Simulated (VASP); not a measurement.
# Ga11FeAs12 (a cell with a defect) in VASP: notebook, part 2 of 2

VASP 6.6.1. The steps go on from the part before.

**3. Single point, PBEsol+U, collinear spin, ferromagnetic start**

The input, INCAR:

```
SYSTEM = Ga11FeAs12
PREC = Accurate
ENCUT = 350
EDIFF = 1E-5
ISMEAR = 0
SIGMA = 0.03
LREAL = Auto
LASPH = .True.
NELM = 120
ALGO = Normal
ISIF = 2
LWAVE = .False.
LCHARG = .False.
ISPIN = 2
MAGMOM = 5 0 0 0 0 0 0 0 0 0 0 0 0 0 0 0 0 0 0 0 0 0 0 0
LORBIT = 11
LMAXMIX = 4
LDAU = .True.
LDAUTYPE = 2
LDAUL = 2 -1 -1
LDAUU = 4 0 0
LDAUJ = 0 0 0
LDAUPRINT = 1
GGA = PS
NBANDS = 128
ISYM = 0
KPAR = 2
```

The input, KPOINTS:

```
regular mesh
0
Gamma
  2 2 2
  0 0 0
```

The input, POSCAR:

```
Ga11FeAs12                              
1.0
    0.0000000000      8.4805500000      8.4805500000
    5.6537000000      0.0000000000      5.6537000000
    5.6537000000      5.6537000000      0.0000000000
  Fe              Ga              As            
     1    11    12
Direct
     0.9989155494593190    0.0004179494228431    0.9998097073170691
     0.0008262465778369    0.0018972958644902    0.4981564101305614
     0.0009661858364315    0.4993610186229806    0.9987118965822623
     0.0003717522265310    0.4998566107795503    0.4973655002442086
     0.3327051976075243    0.0004983546301826    0.9999840077248778
     0.3327905437617535    0.0023939545922678    0.4973242103052338
     0.3328654708747316    0.5016245441605974    0.9985140476653508
     0.3321572049154635    0.5010784077841905    0.5005205517254623
     0.6679927754667727    0.9993890791268373    0.9991323986488002
     0.6658653733070165    0.0011672814066939    0.5004515718638161
     0.6662217369041304    0.5001249643204700    0.9985200487143225
     0.6663130950488698    0.5013492504935976    0.4982684217756059
     0.0827037680668076    0.1244922559895682    0.1234198940088335
     0.0828444401042882    0.1249177289511597    0.6272241333054446
     0.0829166884680339    0.6282239658182938    0.1221186066300901
     0.0824896694246017    0.6264395685905939    0.6235905635955254
     0.4174183030849784    0.1262295815369969    0.1225014313254678
     0.4157172394008767    0.1259298279376609    0.6248116835353792
     0.4159917192866192    0.6255541505967585    0.1250778910878546
     0.4163000908738654    0.6271852574183325    0.6233859727194861
     0.7515175172938534    0.1245803508874595    0.1246648465467217
     0.7505970070140833    0.1260214736186763    0.6240354958823299
     0.7508183710980317    0.6243497172723674    0.1231477365463069
     0.7501830538975665    0.6258644101774352    0.6232399721190084
```

Potentials or basis: VASP PAW PBE potentials, release 64 (Fe, Ga_d, As).

Started as:

```sh
cat potpaw_PBE.64/Fe/POTCAR potpaw_PBE.64/Ga_d/POTCAR potpaw_PBE.64/As/POTCAR > POTCAR
mpirun -np 4 vasp_std > vasp.out
```

Run time: 5.3 min. Hardware: 4 MPI ranks of Intel Xeon 6975P-C (Granite Rapids), shared host; peak memory 0.53 GiB.

It converged, with:

```yaml
Free_energy: -109.4167 eV
Pressure: 0.2 GPa
Largest_force: 0.141 eV/Å
Band_gap_on_the_k_mesh: none (metal or under the smearing width)
Net_moment: 4.00 μB per cell
Site_moments: Fe +3.52; Ga +0.01, -0.00, +0.00; As +0.03, +0.02, -0.01, +0.01, -0.00 μB
Valence_electrons_inside_the_program's_atomic_spheres: Fe 6.90; Ga 11.67, 11.68; As 2.83, 2.84
```

Forces in eV/Å, atoms in the order of the input:
```
Fe   0.016  0.026  0.044
Ga   0.025 -0.027  0.047
Ga   0.014 -0.046 -0.028
Ga  -0.040 -0.013 -0.006
Ga   0.052 -0.019  0.004
Ga   0.022 -0.067 -0.004
Ga  -0.001  0.012 -0.056
Ga  -0.044  0.006  0.015
Ga   0.135  0.015  0.029
Ga  -0.048 -0.121  0.055
Ga  -0.033  0.052 -0.092
Ga  -0.016  0.013  0.003
As   0.005 -0.021  0.038
As  -0.013  0.077 -0.011
As  -0.048  0.021 -0.015
As   0.002  0.032 -0.008
As  -0.078  0.019  0.011
As   0.028  0.034 -0.014
As   0.020 -0.024  0.035
As  -0.009  0.004 -0.006
As  -0.010 -0.005 -0.024
As  -0.005  0.014 -0.020
As   0.009  0.006  0.012
As   0.018  0.016 -0.006
```

Stress tensor (GPa, compression positive):
```
 0.08  0.30  0.18
 0.30  0.25 -0.29
 0.18 -0.29  0.14
```

Levels at points of the mesh, in eV from the Fermi level:
Spin up:
| k point | band 104 | band 105 | band 106 | band 107 | band 108 | band 109 | band 110 | band 111 | band 112 | band 113 |
| --- | --- | --- | --- | --- | --- | --- | --- | --- | --- | --- |
| (0.00, 0.00, 0.00) | -0.64 | -0.61 | 0.15 | 0.20 | 0.24 | 0.48 | 0.91 | 1.01 | 1.09 | 1.31 |
| (0.50, 0.00, 0.00) | -0.97 | -0.41 | -0.41 | -0.02 | 0.02 | 0.90 | 1.02 | 1.39 | 1.39 | 1.53 |
| (0.00, 0.50, 0.00) | -1.25 | -0.74 | -0.73 | -0.37 | -0.31 | 1.32 | 1.54 | 1.93 | 1.98 | 2.05 |
| (0.00, 0.00, 0.50) | -1.27 | -0.73 | -0.72 | -0.36 | -0.30 | 1.33 | 1.53 | 1.94 | 1.98 | 2.06 |
| (0.50, 0.00, 0.50) | -1.35 | -1.24 | -0.95 | -0.88 | -0.43 | 2.04 | 2.06 | 2.18 | 2.26 | 2.42 |
| (0.50, 0.50, 0.00) | -1.36 | -1.25 | -0.95 | -0.88 | -0.46 | 2.05 | 2.05 | 2.17 | 2.27 | 2.41 |
| (0.00, 0.50, 0.50) | -1.33 | -1.25 | -0.81 | -0.69 | -0.28 | 1.83 | 1.85 | 1.93 | 1.97 | 2.16 |
| (0.50, 0.50, 0.50) | -1.17 | -0.99 | -0.90 | -0.61 | -0.51 | 2.02 | 2.06 | 2.08 | 2.24 | 2.61 |
Spin down:
| k point | band 99 | band 100 | band 101 | band 102 | band 103 | band 104 | band 105 | band 106 | band 107 | band 108 |
| --- | --- | --- | --- | --- | --- | --- | --- | --- | --- | --- |
| (0.00, 0.00, 0.00) | -0.96 | -0.95 | -0.45 | -0.39 | -0.31 | 0.50 | 0.71 | 0.89 | 0.91 | 0.98 |
| (0.50, 0.00, 0.00) | -1.21 | -0.91 | -0.77 | -0.42 | -0.41 | 0.57 | 0.62 | 0.90 | 0.98 | 1.04 |
| (0.00, 0.50, 0.00) | -1.53 | -1.16 | -1.00 | -0.74 | -0.73 | -0.34 | 1.04 | 1.07 | 1.28 | 1.34 |
| (0.00, 0.00, 0.50) | -1.52 | -1.21 | -1.01 | -0.72 | -0.72 | 0.33 | 0.57 | 1.19 | 1.30 | 1.35 |
| (0.50, 0.00, 0.50) | -1.51 | -1.32 | -1.30 | -1.17 | -0.93 | 0.25 | 0.53 | 1.02 | 1.32 | 1.50 |
| (0.50, 0.50, 0.00) | -1.52 | -1.33 | -1.30 | -1.13 | -0.94 | -0.50 | 0.89 | 1.04 | 1.31 | 1.73 |
| (0.00, 0.50, 0.50) | -1.53 | -1.31 | -1.29 | -1.06 | -0.72 | -0.33 | 0.95 | 1.06 | 1.18 | 1.77 |
| (0.50, 0.50, 0.50) | -1.30 | -1.19 | -1.15 | -0.96 | -0.91 | -0.55 | 0.94 | 1.04 | 1.33 | 1.77 |

Eigenvalues of the final occupation matrices:
| site | spin | trace | eigenvalues |
| --- | --- | --- | --- |
| site 1 d | 1 | 4.73 | 0.94 0.95 0.95 0.95 0.95 |
| site 1 d | 2 | 1.32 | 0.03 0.04 0.22 0.27 0.76 |

Caveat: the k mesh is coarse (spacing up to 0.48 Å⁻¹), so the values aren't converged; the cutoff is under 1.25 times the usual one of these potentials, so pressure, stress and relaxed cells hold a basis-set (Pulay) error; the PAW data sets were made with another functional, which shifts forces and pressure a little; only a ferromagnetic start was run, and an antiferromagnetic order may lie lower in energy; the U is typed as a test and isn't derived for this compound. The state reached can hang on the start; a lower one may exist.

**4. Single point, PBEsol+U, collinear spin, ferromagnetic start**

Edit INCAR of step 3 so:

```diff
@@ -16,2 +16,3 @@
 LORBIT = 11
+NUPDOWN = 5
 LMAXMIX = 4
@@ -20,3 +21,3 @@
 LDAUL = 2 -1 -1
-LDAUU = 4 0 0
+LDAUU = 6 0 0
 LDAUJ = 0 0 0
```

KPOINTS is that of step 3.

POSCAR is that of step 3.

Potentials or basis: VASP PAW PBE potentials, release 64 (Fe, Ga_d, As).

Started as:

```sh
cat potpaw_PBE.64/Fe/POTCAR potpaw_PBE.64/Ga_d/POTCAR potpaw_PBE.64/As/POTCAR > POTCAR
mpirun -np 4 vasp_std > vasp.out
```

OUTCAR:

```text
SYSTEM = Ga11FeAs12
   PREC = Accurate
   ENCUT = 350
   EDIFF = 1E-5
   ISMEAR = 0
   LREAL = Auto
   LASPH = .True.
   NELM = 120
   ISIF = 2
   ISPIN = 2
   LORBIT = 11
   NUPDOWN = 5
   GGA = PS
   ISYM = 0

 ion  position               nearest neighbor table
   1  0.999  0.000  1.000-  21 2.42  15 2.43  14 2.43  13 2.44
   2  0.001  0.002  0.498-  13 2.45  14 2.45  22 2.45  16 2.45
   3  0.001  0.499  0.999-  13 2.45  16 2.45  15 2.45  23 2.45
   4  0.000  0.500  0.497-  14 2.45  15 2.45  24 2.45  16 2.45
   5  0.333  0.000  1.000-  19 2.45  13 2.45  18 2.45  17 2.45
   6  0.333  0.002  0.497-  17 2.45  14 2.45  20 2.45  18 2.45
[... 16 lines left out ...]
  23  0.751  0.624  0.123-   9 2.45  12 2.45   3 2.45  11 2.45
  24  0.750  0.626  0.623-  11 2.45   4 2.45  12 2.45  10 2.45

IMPORTANT INFORMATION: All symmetrisations will be switched off!
NOSYMM: (Re-)initialisation of all symmetry stuff for point group C_1.

----------------------------------------------------------------------------------------
[... 2184 lines left out ...]
      7.06206      9.88558      9.90041         0.008418     -0.000774     -0.009496
 -----------------------------------------------------------------------------------
    total drift:                               -0.000272     -0.008163      0.011893

  FREE ENERGIE OF THE ION-ELECTRON SYSTEM (eV)
  ---------------------------------------------------
  free  energy   TOTEN  =      -108.2923621894 eV

  energy  without entropy=     -108.2923621773  energy(sigma->0) =     -108.29236218

 total charge

# of ion       s       p       d       tot
------------------------------------------
    1        0.451   0.457   5.929   6.837
    2        0.876   0.803   9.993  11.673
    3        0.876   0.804   9.993  11.673
    4        0.876   0.802   9.993  11.671
    5        0.875   0.806   9.993  11.675
    6        0.874   0.807   9.993  11.674
[... 16 lines left out ...]
   23        1.204   1.603   0.030   2.838
   24        1.204   1.604   0.030   2.838
--------------------------------------------------
tot         24.541  28.569 116.219 169.329

 magnetization (x)

# of ion       s       p       d       tot
------------------------------------------
    1        0.034   0.107   3.741   3.881
    2        0.003   0.016   0.004   0.023
    3        0.003   0.016   0.004   0.023
    4        0.003   0.015   0.004   0.022
    5        0.003   0.013   0.003   0.019
    6        0.002   0.008   0.003   0.012
[... 16 lines left out ...]
   23        0.000   0.007   0.000   0.007
   24        0.000   0.004   0.000   0.004
--------------------------------------------------
tot          0.083   0.582   3.785   4.450
```

OSZICAR:

```text
N       E                     dE             d eps       ncg     rms          rms(c)
DAV:   1     0.202596298791E+04    0.20260E+04   -0.69533E+04  4224   0.181E+03
DAV:   2     0.319609429965E+03   -0.17064E+04   -0.16445E+04  4360   0.533E+02
DAV:   3    -0.718189137887E+02   -0.39143E+03   -0.36052E+03  4912   0.187E+02
[... 49 lines left out ...]
DAV:  53    -0.108292400110E+03   -0.85870E-03   -0.20704E-03  4512   0.247E-01    0.134E-01
DAV:  54    -0.108293143217E+03   -0.74311E-03   -0.22968E-03  5288   0.237E-01    0.137E-01
DAV:  55    -0.108293413184E+03   -0.26997E-03   -0.48656E-04  5160   0.708E-02    0.147E-01
DAV:  56    -0.108292122804E+03    0.12904E-02   -0.51282E-03  5192   0.440E-01    0.172E-01
DAV:  57    -0.108292369132E+03   -0.24633E-03   -0.53199E-04  4072   0.749E-02    0.158E-01
DAV:  58    -0.108292362189E+03    0.69423E-05   -0.22564E-05  3336   0.292E-02
   1 F= -.10829236E+03 E0= -.10829236E+03  d E =-.121111E-07  mag=     5.0000
```

Run time: 12 min. Hardware: 4 MPI ranks of Intel Xeon 6975P-C (Granite Rapids), shared host; peak memory 0.55 GiB.

What came out:

- Free energy: -108.2924 eV
- Pressure: 0.2 GPa
- Largest force: 0.136 eV/Å
- Net moment: 5.00 μB per cell
- Site moments: Fe +3.88; Ga +0.02, +0.01, +0.00; As +0.08, +0.01, +0.04, +0.00, +0.07 μB
- Valence electrons inside the program's atomic spheres: Fe 6.84; Ga 11.67, 11.68; As 2.85, 2.84, 2.83

Forces on the atoms (eV/Å):
```
Fe  -0.017  0.028  0.040
Ga  -0.001 -0.001  0.012
Ga   0.006  0.033  0.000
Ga  -0.012  0.004  0.015
Ga   0.013  0.004  0.020
Ga  -0.001  0.027 -0.004
Ga  -0.015  0.008  0.007
Ga  -0.019  0.000  0.015
Ga   0.015 -0.015 -0.006
Ga  -0.011  0.016  0.005
Ga   0.010  0.005  0.027
Ga  -0.003  0.011 -0.001
As   0.053  0.035  0.049
As  -0.029 -0.076  0.032
As  -0.019  0.035 -0.087
As  -0.008 -0.004 -0.006
As  -0.025  0.011  0.007
As   0.001 -0.007  0.010
As  -0.005  0.004 -0.006
As  -0.004  0.003 -0.009
As   0.041 -0.094 -0.090
As   0.003 -0.010 -0.014
As   0.019 -0.014 -0.006
As   0.008 -0.001 -0.009
```

Stress tensor (GPa, compression positive):
```
 0.15  0.44  0.44
 0.44  0.28 -0.40
 0.44 -0.40  0.30
```

Eigenvalues of the final occupation matrices:
```csv
site,spin,trace,eigenvalues
site 1 d,1,4.85,0.96 0.96 0.97 0.98 0.98
site 1 d,2,1.10,0.03 0.03 0.30 0.31 0.43
```

Caveat: the k mesh is coarse (spacing up to 0.48 Å⁻¹), so the values aren't converged; the cutoff is under 1.25 times the usual one of these potentials, so pressure, stress and relaxed cells hold a basis-set (Pulay) error; the PAW data sets were made with another functional, which shifts forces and pressure a little; the total moment is fixed, so each spin has its own Fermi level; only a ferromagnetic start was run, and an antiferromagnetic order may lie lower in energy; the U is typed as a test and isn't derived for this compound. The state reached can hang on the start; a lower one may exist.

**5. Overview**

```csv
task,U,fixed moment (μB),cell,pressure (GPa),moment (μB),largest force (eV/Å)
relaxation of the atoms,Fe d U = 4 eV,5,"atoms relaxed from: atoms moved at random, drawn with an rms of 0.05 Å",0.2,5.00,0.02
single point,Fe d U = 4 eV,-,as given,0.2,4.00,0.14
single point,Fe d U = 6 eV,5,as given,0.2,5.00,0.14
```

Alike in all rows: level PBEsol+U; potentials or basis VASP PAW PBE potentials, release 64 (Fe, Ga_d, As); spin collinear, ferromagnetic start; k mesh 2 × 2 × 2; cutoff (eV) 350; smearing gaussian 0.03 eV; the mesh is coarse, so values aren't converged.

Caveats: all runs use coarse meshes; the cutoff is under 1.25 times the usual one of these potentials, so pressure, stress and relaxed cells hold a basis-set (Pulay) error; the PAW data sets were made with another functional, which shifts forces and pressure a little; only a ferromagnetic start was run, and an antiferromagnetic order may lie lower in energy; the U is typed as a test and isn't derived for this compound; the total moment is fixed, so each spin has its own Fermi level (some runs).

Absolute energies hang on the potentials; compare differences alone.
